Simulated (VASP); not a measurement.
Method: PBE GGA, VASP's PBE PAW potentials (set 64) (plane waves; VASP).

VASP ran on this input.

POSCAR:
```
PtSe2
1
    1.8748874681    -3.2474006003    -0.0000000000
    1.8748874681     3.2474006003     0.0000000000
    0.0000000000     0.0000000000     6.4583816317
Pt Se
1 2
Direct
  0.0000000000   0.0000000000   0.0000000000
  0.3333330000   0.6666670000   0.2025801933
  0.6666670000   0.3333330000   0.7974198067
```

KPOINTS:
```
Automatic mesh
0
Gamma
6 6 3
0 0 0
```

**INCAR**
```
! general
SYSTEM =PtSe2
PREC   =Accurate
ENCUT  =520   ! plane-wave cut-off (eV)
LREAL  =F
LASPH  =T   ! aspherical one-centre terms

! electronic loop
EDIFF  =1E-6   ! SCF stop (eV)
NELM   =100
ALGO   =Normal   ! blocked Davidson
LMAXMIX=6

! smearing
ISMEAR =0
SIGMA  =0.05   ! width (eV)

! functional
GGA    =PE

! ions
IBRION =2
NSW    =60
ISIF   =3   ! ions, shape and volume
EDIFFG =-0.02

! output
LWAVE  =F
LCHARG =F
```

POTCAR, in this order: Pt Se (PBE.64 set). Program: vasp_std.

The run wrote:

**OSZICAR**
```
       N       E                     dE             d eps       ncg     rms          rms(c)
DAV:   1     0.124273349851E+03    0.12427E+03   -0.97302E+03   510   0.125E+03
DAV:   2    -0.909572282328E+01   -0.13337E+03   -0.13024E+03   643   0.229E+02
DAV:   3    -0.150841144566E+02   -0.59884E+01   -0.59561E+01   650   0.539E+01
DAV:   4    -0.151504654005E+02   -0.66351E-01   -0.66301E-01   622   0.596E+00
DAV:   5    -0.151514247562E+02   -0.95936E-03   -0.95932E-03   672   0.697E-01    0.121E+01
DAV:   6    -0.145191470539E+02    0.63228E+00   -0.51234E+00   517   0.227E+01    0.694E+00
DAV:   7    -0.143228871321E+02    0.19626E+00   -0.96766E-01   517   0.105E+01    0.350E+00
DAV:   8    -0.143048460050E+02    0.18041E-01   -0.72774E-02   650   0.192E+00    0.793E-01
DAV:   9    -0.143008230518E+02    0.40230E-02   -0.13082E-02   566   0.125E+00    0.200E-01
DAV:  10    -0.143011470581E+02   -0.32401E-03   -0.20039E-03   587   0.322E-01    0.583E-02
DAV:  11    -0.143011651712E+02   -0.18113E-04   -0.70945E-05   678   0.831E-02    0.259E-02
DAV:  12    -0.143011754564E+02   -0.10285E-04   -0.30588E-05   552   0.421E-02    0.298E-03
DAV:  13    -0.143011761159E+02   -0.65950E-06   -0.15842E-06   550   0.941E-03
   1 F= -.14301176E+02 E0= -.14301176E+02  d E =-.143012E+02
```

File OUTCAR:
```
------------------------ aborting loop because EDIFF is reached ----------------------------------------
  FORCE on cell =-STRESS in cart. coord.  units (eV):
  Direction    XX          YY          ZZ          XY          YZ          ZX
  --------------------------------------------------------------------------------------
  Total        0.0234274      0.0234274     -0.0417030      0.0000000      0.0000000      0.0000000
  in kB        0.4772755      0.4772756     -0.8495965      0.0000000      0.0000000      0.0000000
  external PRESSURE =       0.0349848 kB  Pullay stress =       0.0000000 kB
  volume of cell :       78.64
      direct lattice vectors                 reciprocal lattice vectors
     1.874887468 -3.247400600  0.000000000     0.266682672 -0.153969301  0.000000000
     1.874887468  3.247400600  0.000000000     0.266682672  0.153969301  0.000000000
     0.000000000  0.000000000  6.458381632     0.000000000  0.000000000  0.154837552
 POSITION                                       TOTAL-FORCE (eV/Angst)
 -----------------------------------------------------------------------------------
      0.00000      0.00000      0.00000        -0.000000     -0.000000      0.000000
      1.87489      1.08247      1.30834        -0.000000      0.000000     -0.019475
      1.87489     -1.08247      5.15004         0.000000     -0.000000      0.019475
 -----------------------------------------------------------------------------------
    total drift:                                0.000000     -0.000000      0.000000
  FREE ENERGIE OF THE ION-ELECTRON SYSTEM (eV)
  ---------------------------------------------------
  free  energy   TOTEN  =       -14.3011761159 eV

  energy  without entropy=      -14.3011761159  energy(sigma->0) =      -14.30117612

 reached required accuracy - stopping structural energy minimisation
```
(Selected blocks of OUTCAR.)

Without a dispersion term in the relaxation, distances and binding between the weakly bound layers, chains or molecules are unreliable, and so is what depends on them.

The compound is PtSe2 in the 1T layered structure. It was relaxed first, which changed the volume by +28 %. The start is the result of an earlier pass.
